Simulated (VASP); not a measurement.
GaSb: relaxation of cell and atoms with PBE

GaSb:

```
Ga Sb
1.0
     0.00000    3.06860    3.06860
     3.06860    0.00000    3.06860
     3.06860    3.06860    0.00000
Ga Sb
1 1
Cartesian
  0.0000 0.0000 0.0000
  1.5343 1.5343 1.5343
```

The cell was built by a generator and isn't the measured one.

```yaml
Program: VASP 6.6.1
Task: relaxation of cell and atoms
Functional: PBE
Potentials_or_basis: VASP PAW PBE potentials, release 64 (Ga_d, Sb)
Cutoff: 600 eV
k_mesh: 12 × 12 × 12
Occupations: gaussian, width 0.1 eV
Spin: no spin polarisation
Dipole_correction: no
Further_INCAR_settings: ALGO = Normal; EDIFF = 1e-06; IBRION = 2; EDIFFG = -0.002; NSW = 100; ISIF = 3
```

The relaxed volume is 30.03 Å³/atom, the relaxed cell is a = 4.396 Å, b = 4.396 Å, c = 4.396 Å, α = 60.00°, β = 60.00°, γ = 60.00° and the space group after relaxing (to 0.05 Å) is F-43m (No. 216). The energy gained by relaxing is 6.4 meV/atom and the ionic steps are 3. The pressure after relaxing is 0.0 GPa and the band gap on the k mesh is none (metal or under the smearing width).

The path:
```tsv
step	energy change (eV)	largest force (eV/Å)	pressure (GPa)	volume (Å³)
1	0.0000	0.0000	1.88	57.79
2	-0.0119	0.0000	-0.43	60.67
3	-0.0128	0.0000	-0.01	60.06
```

Final structure:
```cif
data_structure
_symmetry_space_group_name_H-M 'P 1'
_symmetry_Int_Tables_number 1
_cell_length_a 4.3957
_cell_length_b 4.3957
_cell_length_c 4.3957
_cell_angle_alpha 60.000
_cell_angle_beta 60.000
_cell_angle_gamma 60.000
_cell_volume 60.06
loop_
_atom_site_label
_atom_site_type_symbol
_atom_site_fract_x
_atom_site_fract_y
_atom_site_fract_z
_atom_site_occupancy
Ga1 Ga 0.00000 0.00000 0.00000 1
Sb1 Sb 0.25000 0.25000 0.25000 1
```

Levels at points of the mesh, in eV from the Fermi level:
```
           k point  band 5  band 6  band 7  band 8  band 9  band 10  band 11  band 12  band 13
(0.00, 0.00, 0.00)  -14.95  -11.20   -0.35   -0.05   -0.05    -0.05     2.74     2.74     2.74
(0.50, 0.00, 0.00)  -14.95   -9.70   -6.19   -1.13   -1.13     0.26     3.70     3.70     6.44
(0.50, 0.50, 0.00)  -14.95   -8.94   -6.65   -2.46   -2.46     0.90     1.29     8.32     8.32
```

Wall time 87 s on 1 thread of Intel(R) Xeon(R) Platinum 8375C CPU @ 2.90GHz (Ice Lake) (shared host), peak memory 0.26 GiB.

Caveat: this crystal is a semiconductor, whose small gap the functional closes, so the metal is an error of the method. The run has no spin-orbit coupling, so splittings on Sb are missing.
